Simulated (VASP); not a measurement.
Level of theory: PBE GGA, VASP's PBE PAW potentials (set 64) (plane waves; VASP 6.6.1).

A VASP calculation is set up with these files.

KPOINTS:
```
Automatic
0
gamma
  6 6 6
0 0 0
```

File POSCAR:
```
BIr
2.6921230
  1.0000000000   0.0000000000   0.0000000000
  0.0000000000   1.0000000000   0.0000000000
  0.0000000000   0.0000000000   1.0000000000
Ir B
1 1
Direct
  0.0020090000   0.0005790000  -0.0130090000
  0.4979910000   0.4994210000   0.5130090000
```

INCAR:
```
ALGO = Normal
EDIFF = 1E-6
ENCUT = 400
GGA = PE
ISIF = 2
ISMEAR = 0
LASPH = .TRUE.
LCHARG = .FALSE.
LMAXMIX = 6
LREAL = .FALSE.
LWAVE = .FALSE.
NELM = 100
PREC = Accurate
SIGMA = 0.272
SYSTEM = BIr
```

POTCAR, in this order: Ir B (PBE.64 set). Program: vasp_std.

The resulting files:

### OSZICAR
```
       N       E                     dE             d eps       ncg     rms          rms(c)
DAV:   1     0.495669360148E+02    0.49567E+02   -0.51462E+03  2416   0.928E+02
DAV:   2    -0.146559911604E+02   -0.64223E+02   -0.58820E+02  2270   0.226E+02
DAV:   3    -0.166445605543E+02   -0.19886E+01   -0.19384E+01  2666   0.435E+01
DAV:   4    -0.166691764634E+02   -0.24616E-01   -0.24539E-01  2526   0.450E+00
DAV:   5    -0.166694888375E+02   -0.31237E-03   -0.31236E-03  2610   0.529E-01    0.235E+01
DAV:   6    -0.153898446281E+02    0.12796E+01   -0.96672E+00  2720   0.325E+01    0.679E+00
DAV:   7    -0.152754824967E+02    0.11436E+00   -0.53449E-01  2770   0.873E+00    0.497E+00
DAV:   8    -0.152463471733E+02    0.29135E-01   -0.21204E-02  2390   0.139E+00    0.489E-01
DAV:   9    -0.152454674765E+02    0.87970E-03   -0.32812E-03  3106   0.605E-01    0.774E-02
DAV:  10    -0.152454632243E+02    0.42523E-05   -0.10755E-04  2358   0.113E-01    0.156E-02
DAV:  11    -0.152454627584E+02    0.46592E-06   -0.51134E-06  2516   0.211E-02
   1 F= -.15245463E+02 E0= -.15237532E+02  d E =-.158622E-01
```

**OUTCAR**
```
------------------------ aborting loop because EDIFF is reached ----------------------------------------
  FORCE on cell =-STRESS in cart. coord.  units (eV):
  Direction    XX          YY          ZZ          XY          YZ          ZX
  --------------------------------------------------------------------------------------
  Total        2.4203118      2.4217107      2.3625772      0.0015480     -0.0098845     -0.0342841
  in kB      198.7454548    198.8603261    194.0045420      0.1271149     -0.8116739     -2.8152618
  external PRESSURE =     197.2034409 kB  Pullay stress =       0.0000000 kB
  volume of cell :       19.51
      direct lattice vectors                 reciprocal lattice vectors
     2.692123000  0.000000000  0.000000000     0.371454053  0.000000000  0.000000000
     0.000000000  2.692123000  0.000000000     0.000000000  0.371454053  0.000000000
     0.000000000  0.000000000  2.692123000     0.000000000  0.000000000  0.371454053
 POSITION                                       TOTAL-FORCE (eV/Angst)
 -----------------------------------------------------------------------------------
      0.00541      0.00156      2.65710         0.003251      0.000923     -0.033805
      1.34065      1.34450      1.38108        -0.003251     -0.000923      0.033805
 -----------------------------------------------------------------------------------
    total drift:                               -0.000080     -0.000022      0.000262
  FREE ENERGIE OF THE ION-ELECTRON SYSTEM (eV)
  ---------------------------------------------------
  free  energy   TOTEN  =       -15.2454627584 eV

  energy  without entropy=      -15.2296005691  energy(sigma->0) =      -15.23753166
```
(Selected blocks of OUTCAR.)

At this cut-off the stress carries a Pulay error, which pulls relaxed volumes low.

The structure was generated: BIr was put into an ordered model structure, which need not be its known phase. The cell was not relaxed at this level, atoms are displaced from their ideal sites. The k-mesh is coarse (spacing up to 0.39 per Å, 2π included), so the numbers may not be converged in it.
